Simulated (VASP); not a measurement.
Here is the system:

```
CELL_PARAMETERS angstrom
      5.72339     0.00000     0.00000
      0.00000     5.72339     0.00000
      0.00000     0.00000     5.72339
ATOMIC_POSITIONS crystal
  Si 0.00000 0.00000 0.00000
  Si 0.50000 0.50000 0.00000
  Si 0.00000 0.50000 0.50000
  Si 0.50000 0.00000 0.50000
  S  0.34717 0.34717 0.34717
  S  0.84717 0.15283 0.65283
  S  0.65283 0.84717 0.15283
  S  0.15283 0.65283 0.84717
  S  0.65283 0.65283 0.65283
  S  0.15283 0.84717 0.34717
  S  0.34717 0.15283 0.84717
  S  0.84717 0.34717 0.15283
```

Calculation: r2SCAN meta-GGA, VASP's PBE PAW potentials (set 64) (plane waves; VASP 6.6.1). Settings: 400 eV cut-off, 6×6×6 Γ-centred mesh, tetrahedra with Blöchl corrections, potentials Si S.

**Question.** Estimate the energy per atom (σ→0), band gap (over mesh and band path) with the smallest direct gap where there is one.

**Answer.** 
| Item | Value |
|---|---|
| band gap (over mesh and band path) | none (metal, semimetal or under 0.01 eV) |
| energy per atom (σ→0) | -8.435 eV/atom |

The absolute energy has meaning only against runs of the same code, potentials and settings.

The structure was generated: SiS2 was put into the pyrite type (Pa-3), which need not be its known phase. It was relaxed first, which changed the volume by +20 %.
